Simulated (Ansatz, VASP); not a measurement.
# Cross-check of TiWCClO (Ti2CO2 MXene under W2CCl2 MXene, AB) between VASP and Ansatz

One calculation is typed for both programs; each brings its own data sets. How far apart do they land? The cell is taken from a series of runs on this material, whose earlier steps may have relaxed, scaled, displaced or heated it; both programs get it as it stands.

Method: plane waves, with VASP 6.6.1 beside it; single point at RPBE with D3(BJ), in Ansatz 0.2.0.

## (1) Starting point

The cell holds 10 atoms: 2 O, 2 Ti, 2 C, 2 Cl and 2 W. Its edges and angles: a = 2.926 Å, b = 2.926 Å, c = 31.550 Å, α = 90.0°, β = 90.0°, γ = 120.0°. Vacuum lies along c.

## (2) VASP: single point, RPBE with D3(BJ)

A single point gives forces, pressure and levels at one fixed geometry, so differences don't come from the geometry; what else differs is listed under the comparison.

Lines of VASP's logs that name or quote its potential files are left out, and so is its time.

The input, INCAR:

```
SYSTEM = TiWCClO
PREC = Accurate
ENCUT = 520
EDIFF = 1E-06
NELM = 120
ISMEAR = -1
SIGMA = 0.05
LREAL = .FALSE.
ALGO = Normal
GGA = RP
IVDW = 12
NBANDS = 45
LASPH = .TRUE.
LORBIT = 11
LWAVE = .FALSE.
LCHARG = .FALSE.
ISIF = 2
LDIPOL = .TRUE.
IDIPOL = 3
DIPOL = 0.5 0.5 0.482
LVHAR = .TRUE.
GGA_COMPAT = .FALSE.
NELMDL = -8
KPAR = 2
```

The input, POSCAR:

```
TiWCClO
1.0
    2.9256952147      0.0000000000      0.0000000000
   -1.4628476074      2.5337263797      0.0000000000
    0.0000000000      0.0000000000     31.5498778840
O Ti C Cl W
2 2 2 2 2
Direct
    0.3333333333      0.6666666667      0.2852625938
    0.6666666666      0.3333333334      0.4265084324
    0.6666666666      0.3333333334      0.3160661406
    0.3333333333      0.6666666667      0.3949536588
    1.0000000000      0.0000000000      0.3558028907
    0.3333333333      0.6666666667      0.6155885443
    0.6666666666      0.3333333334      0.5169169846
    1.0000000000      0.0000000000      0.7147374062
    1.0000000000      0.0000000000      0.5760601208
    0.6666666666      0.3333333334      0.6548170370
```

The input, KPOINTS:

```
Automatic mesh
0
Gamma
18 18 1
0 0 0
```

PAW data sets: O, Ti_sv, C, Cl and W (PBE family, release 64).

Started as:

```
> mpirun -np 2 vasp_std
```

Numbers of over 12 decimals in the logs are rounded to 6 here.

What it wrote:

```text
[banner, memory and clock lines left out]
running    2 mpi-ranks, on    1 nodes
 distrk:  each k-point on    1 cores,    2 groups
 distr:  one band on    1 cores,    1 groups

 POSCAR found type information on POSCAR O TiC ClW
 POSCAR found :  5 types and      10 ions
|                                                                             |
|               ----> ADVICE to this user running VASP <----                  |
|                                                                             |
|     You enforced a specific xc type in the INCAR file but a different       |
|     [... a line on the potential file left out ...]
|     I HOPE YOU KNOW WHAT YOU ARE DOING!                                     |
|                                                                             |

 LDA part: xc-table for (Slater+PW92), standard interpolation
 POSCAR, INCAR and KPOINTS ok, starting setup
 FFT: planning ... GRIDC
 FFT: planning ... GRID_SOFT
 FFT: planning ... GRID
 WAVECAR not read
 entering main loop
       N       E                     dE             d eps       ncg     rms          rms(c)
DAV:   1     0.788958600365E+03    0.78896E+03   -0.34381E+04  3618   0.148E+03
DAV:   2     0.208092236000E+02   -0.76815E+03   -0.73916E+03  3873   0.430E+02
DAV:   3    -0.884136473569E+02   -0.10922E+03   -0.10696E+03  4947   0.156E+02
DAV:   4    -0.980048423206E+02   -0.95912E+01   -0.95329E+01  5367   0.407E+01
DAV:   5    -0.987132000860E+02   -0.70836E+00   -0.70765E+00  4869   0.812E+00
DAV:   6    -0.987337136869E+02   -0.20514E-01   -0.20508E-01  5020   0.168E+00
DAV:   7    -0.987348396313E+02   -0.11259E-02   -0.11259E-02  4975   0.280E-01
DAV:   8    -0.987348527941E+02   -0.13163E-04   -0.13162E-04  4975   0.416E-02    0.547E+01
DAV:   9    -0.327651921707E+03   -0.22892E+03   -0.20426E+03  6098   0.112E+02    0.174E+02
DAV:  10    -0.173754255582E+03    0.15390E+03   -0.42076E+02  4157   0.645E+01    0.654E+01
DAV:  11    -0.616210391139E+03   -0.44246E+03   -0.99915E+03  6068   0.119E+02    0.155E+02
DAV:  12    -0.327445871578E+03    0.28876E+03   -0.11728E+03  4279   0.157E+02    0.715E+01
DAV:  13    -0.581280560405E+02    0.26932E+03   -0.13892E+03  5356   0.822E+01    0.700E+01
DAV:  14    -0.984751425907E+02   -0.40347E+02   -0.31961E+02  4502   0.682E+01    0.316E+01
[...]
DAV:  52    -0.783712186014E+02    0.11150E-03   -0.87636E-05  4413   0.553E-02    0.153E-01
DAV:  53    -0.783711662182E+02    0.52383E-04   -0.53750E-05  4868   0.515E-02    0.104E-01
DAV:  54    -0.783711124861E+02    0.53732E-04   -0.15186E-04  5180   0.919E-02    0.950E-03
DAV:  55    -0.783711270914E+02   -0.14605E-04   -0.56069E-05  3814   0.381E-02    0.104E-02
DAV:  56    -0.783711286980E+02   -0.16066E-05   -0.23073E-06  3121   0.857E-03    0.745E-03
DAV:  57    -0.783711333280E+02   -0.46300E-05   -0.74400E-07  2099   0.661E-03    0.580E-03
DAV:  58    -0.783711412115E+02   -0.78836E-05   -0.13692E-06  2485   0.540E-03    0.347E-03
DAV:  59    -0.783711414644E+02   -0.25284E-06   -0.45231E-07  2064   0.412E-03
   1 F= -.97757669E+02 E0= -.97747970E+02  d E =-.193969E-01
```

Parts of OUTCAR (step 2):

```text
ion  position               nearest neighbor table
   1  0.333  0.667  0.285-   3 1.95   3 1.95   3 1.95
   2  0.667  0.333  0.427-   4 1.96   4 1.96   4 1.96
   3  0.667  0.333  0.316-   1 1.95   1 1.95   1 1.95   5 2.10   5 2.10   5 2.10
   4  0.333  0.667  0.395-   2 1.96   2 1.96   2 1.96   5 2.09   5 2.09   5 2.09
   5  0.000  0.000  0.356-   4 2.09   4 2.09   4 2.09   3 2.10   3 2.10   3 2.10
   6  0.333  0.667  0.616-  10 2.09  10 2.09  10 2.09   9 2.10   9 2.10   9 2.10
   7  0.667  0.333  0.517-   9 2.52   9 2.52   9 2.52
   8  0.000  0.000  0.715-  10 2.54  10 2.54  10 2.54
   9  0.000  0.000  0.576-   6 2.10   6 2.10   6 2.10   7 2.52   7 2.52   7 2.52  10 3.00  10 3.00
                            10 3.00
  10  0.667  0.333  0.655-   6 2.09   6 2.09   6 2.09   8 2.54   8 2.54   8 2.54   9 3.00   9 3.00
                             9 3.00

  LATTYP: Found a hexagonal cell.
 ALAT       =     2.9256952147
 C/A-ratio  =    10.7837199601

 Subroutine GETGRP returns: Found  6 space group operations
 (whereof  6 operations were pure point group operations)

The static configuration has the point symmetry C_3v.

 Found     37 irreducible k-points:

   k-points           NKPTS =     37   k-points in BZ     NKDIM =     37   number of bands    NBANDS=     45

   dimension x,y,z NGX =    24 NGY =   24 NGZ =  240
   dimension x,y,z NGXF=    48 NGYF=   48 NGZF=  480

   ENCUT  =  520.0 eV  38.22 Ry    6.18 a.u.   5.44  5.44 58.66*2*pi/ulx,y,z

   NELECT =      70.0000    total number of electrons

 k-points in reciprocal lattice and weights: Automatic mesh
   0.00000000  0.00000000  0.00000000       0.003
   0.05555556  0.00000000  0.00000000       0.019
   0.11111111  0.00000000  0.00000000       0.019
   0.16666667  0.00000000  0.00000000       0.019
   0.22222222  0.00000000  0.00000000       0.019
   0.27777778  0.00000000  0.00000000       0.019
   0.33333333  0.00000000  0.00000000       0.019
   0.38888889  0.00000000  0.00000000       0.019
   0.44444444  0.00000000  0.00000000       0.019
[...]
0.33333333  0.27777778  0.00000000       0.037
   0.33333333  0.33333333  0.00000000       0.006

 dipolmoment           0.000000      0.000000     -0.090698 electrons x Angstroem

 average (electrostatic) potential at core
       1 -74.1584       2 -74.2096       3 -79.9078       4 -79.9188       5 -52.2794
       6 -54.4124       7 -95.9411       8 -95.9325       9 -45.1247      10 -45.0811

 E-fermi :   1.7459

 k-point     1 :       0.0000    0.0000    0.0000
  band No.  band energies     occupation
    ...
     31      -0.0216      2.00000
     32      -0.0216      2.00000
     33       0.4529      2.00000
     34       1.4740      1.99134
     35       1.4740      1.99134
     36       2.1477      0.00065
     37       2.1477      0.00065
     38       2.1640      0.00047
     39       2.1640      0.00047
     40       2.4399      0.00000
    ...

 k-point     2 :       0.0556    0.0000    0.0000
  band No.  band energies     occupation
    ...
     31      -0.0419      2.00000
     32       0.1174      2.00000
     33       0.5171      2.00000
     34       1.0867      2.00000
     35       1.2420      1.99992
     36       1.9470      0.03518
     37       2.0951      0.00185
     38       2.1930      0.00026
     39       2.3258      0.00002
     40       2.5583      0.00000
    ...

 k-point     3 :       0.1111    0.0000    0.0000
  band No.  band energies     occupation
    ...
     32       0.3239      2.00000
     33       0.3581      2.00000
     34       0.6192      2.00000
     35       0.8379      2.00000
     36       1.6473      1.75543
     37       2.1011      0.00164
     38       2.1606      0.00050
     39       2.5138      0.00000
     40       2.6023      0.00000
     41       3.0012      0.00000
    ...

 Edisp (eV)  -19.38653

  Total      -0.07918    -0.07918     0.25261     0.00000    -0.00000     0.00000
  in kB      -0.54239    -0.54239     1.73054     0.00000    -0.00000     0.00000
  external pressure =        0.22 kB  Pullay stress =        0.00 kB

  energy-cutoff  :      520.00
  volume of cell :      233.88
      direct lattice vectors                 reciprocal lattice vectors
     2.925695215  0.000000000  0.000000000     0.341799103  0.197337804  0.000000000
    -1.462847607  2.533726380  0.000000000     0.000000000  0.394675608  0.000000000
     0.000000000  0.000000000 31.549877884     0.000000000  0.000000000  0.031695844

 POSITION                                       TOTAL-FORCE (eV/Angst)
 -----------------------------------------------------------------------------------
     -0.00000      1.68915      9.00000        -0.000000      0.000000     -0.057880
      1.46285      0.84458     13.45629        -0.000000     -0.000000      0.064439
      1.46285      0.84458      9.97185         0.000000     -0.000000      0.046424
     -0.00000      1.68915     12.46074        -0.000000      0.000000     -0.051464
      0.00000      0.00000     11.22554        -0.000000      0.000000      0.001102
     -0.00000      1.68915     19.42174        -0.000000      0.000000     -0.006023
      1.46285      0.84458     16.30867         0.000000      0.000000      0.025809
      0.00000      0.00000     22.54988        -0.000000      0.000000     -0.032855
      0.00000      0.00000     18.17463        -0.000000      0.000000     -0.161630
      1.46285      0.84458     20.65940        -0.000000      0.000000      0.172079
 -----------------------------------------------------------------------------------
    total drift:                                0.000001     -0.000001     -0.000946

  FREE ENERGIE OF THE ION-ELECTRON SYSTEM (eV)
  ---------------------------------------------------
  free  energy   TOTEN  =       -97.7576688620 eV

  energy  without entropy=      -97.7382719252  energy(sigma->0) =      -97.74797039

 vacuum level on the upper side and lower side of the slab         5.635         7.848

 total charge
# of ion       s       p       d       tot
------------------------------------------
    1        1.588   3.464   0.000   5.052
    2        1.586   3.474   0.000   5.060
    3        2.223   6.315   1.930  10.467
    4        2.222   6.314   1.933  10.469
    5        0.911   1.608   0.000   2.520
    6        0.877   1.665   0.000   2.542
    7        1.630   3.523   0.000   5.153
    8        1.624   3.536   0.000   5.161
    9        0.575   0.733   4.434   5.741
   10        0.575   0.726   4.439   5.739
--------------------------------------------------
tot         13.811  31.358  12.735  57.904

[... 3 further parts left out ...]
```

This run has no spin polarisation, so a moment on Ti and W, if there is one, isn't seen. The data set W keeps the semicore shell frozen, which is cheaper and a little less accurate.

[end of part 1 of 2]

[Lines on the potential files, build, host, timing and source positions are cut from VASP's logs without a mark.]

[Logs are printed without paths, hosts, clocks, repeated set-up lines and the standing remarks that a program may print on its own settings, such as how far it seeks lower states.]

[Hosts, paths, dates, database ids (printed as entryN), source tags and the programs' standing remarks are cut or masked in the printed files.]
